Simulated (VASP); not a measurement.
```
CELL_PARAMETERS angstrom
      4.15530     0.00000     0.00000
      0.00000     4.15530     0.00000
      0.00000     0.00000     4.15530
ATOMIC_POSITIONS crystal
  La 0.00000 0.00000 0.00000
  B  0.80036 0.50000 0.50000
  B  0.50000 0.19964 0.50000
  B  0.50000 0.80036 0.50000
  B  0.19964 0.50000 0.50000
  B  0.50000 0.50000 0.80036
  B  0.50000 0.50000 0.19964
```

Method: PBE GGA, VASP's PBE PAW potentials (set 64) (plane waves; VASP). Run with 520 eV cut-off, 8×8×8 Γ-centred mesh, tetrahedra with Blöchl corrections, potentials La B.

The cores are frozen, which limits the accuracy of field gradients.

Task: Give the principal components of the electric field gradient (V/Å²) and the asymmetry η at each nucleus.

Result: 
```csv
atom,Vxx,Vyy,Vzz,η
La1,0.0,0.0,0.0,-
B2,6.5,6.5,-13.0,0.00
B3,6.5,6.5,-13.0,0.00
B4,6.5,6.5,-13.0,0.00
B5,6.5,6.5,-13.0,0.00
B6,6.5,6.5,-13.0,0.00
B7,6.5,6.5,-13.0,0.00
```

The compound is LaB6 in the cab6 structure. It was relaxed first.
